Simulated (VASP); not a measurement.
FSnCl: single point with PBE

Molecule: FSnCl, in a box.

```
F Sn Cl
1.0
    12.00000    0.00000    0.00000
     0.00000   12.00000    0.00000
     0.00000    0.00000   11.00000
F Sn Cl
1 1 1
Direct
  0.39016 0.53182 0.44581
  0.52573 0.58708 0.53146
  0.61167 0.41311 0.55882
```

The cell isn't the ideal one: atoms moved at random, drawn with an rms of 0.05 Å.

```
Program                : VASP 6.6.1
Task                   : single point
Functional             : PBE
Potentials or basis    : VASP PAW PBE potentials, release 64 (F, Sn_d, Cl)
Cutoff                 : 520 eV
k mesh                 : 1 × 1 × 1
Occupations            : gaussian, width 0.01 eV
Spin                   : no spin polarisation
Further INCAR settings : ALGO = Normal; EDIFF = 1e-07; NBANDS = 21
```

- Largest force: 0.570 eV/Å
- Gap between the frontier levels: 3.52 eV

Forces in eV/Å, atoms in the order of the input:
```
F    0.240  0.104  0.135
Sn  -0.443  0.300 -0.196
Cl   0.203 -0.404  0.061
```

Levels at points of the mesh, in eV from the valence-band top:
```
           k point  band 11  band 12  band 13  band 14  band 15  band 16  band 17  band 18
(0.00, 0.00, 0.00)    -1.57    -0.73    -0.52     0.00     3.52     5.59     5.92     6.72
```

Run time: 2.1 min on 1 thread of Intel(R) Xeon(R) Platinum 8559C (Emerald Rapids), on a shared host, peak memory 1.1 GiB.

Caveat: spin-orbit coupling is left out, which moves the levels of the heavy elements.
